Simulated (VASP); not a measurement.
**KP2: equation of state with PBE**

KP2:

```
CELL_PARAMETERS angstrom
3.81147 0.00000 0.00000
-1.90574 3.30083 0.00000
0.00000 0.00000 5.52086
ATOMIC_POSITIONS crystal
K 0.00000 0.00000 0.50000
P 0.33333 0.66667 0.92868
P 0.66667 0.33333 0.07132
```

The cell was built by a generator and needn't be a form met in nature.

- Program: VASP 6.6.1
- Task: equation of state
- Functional: PBE
- Potentials or basis: VASP PAW PBE potentials, release 64 (K_sv, P)
- Cutoff: 520 eV
- k mesh: 8 × 8 × 5
- Occupations: fermi-dirac, width 0.05 eV
- Spin: no spin polarisation
- Further INCAR settings: ALGO = Normal; EDIFF = 1e-07; NBANDS = 16

* Equilibrium volume: 24.74 Å³/atom (rough: see the caveat)
* Bulk modulus at fixed shape and positions: 35 GPa (rough)

Energy against volume, from the lowest point:
```csv
volume (Å³/atom),energy (meV/atom)
21.764,46.64
22.227,32.18
22.690,20.73
23.153,12.00
23.616,5.76
24.079,1.80
24.542,0.00
```

All runs of the series together: 13 min on 1 thread of AMD EPYC 7R13 Processor (Zen 3), with other jobs on the host.

Caveat: the minimum lies outside the volumes run; the cell was scaled at fixed shape and fractional positions, which overstates the stiffness of a crystal with free parameters, most of all of layers and chains.
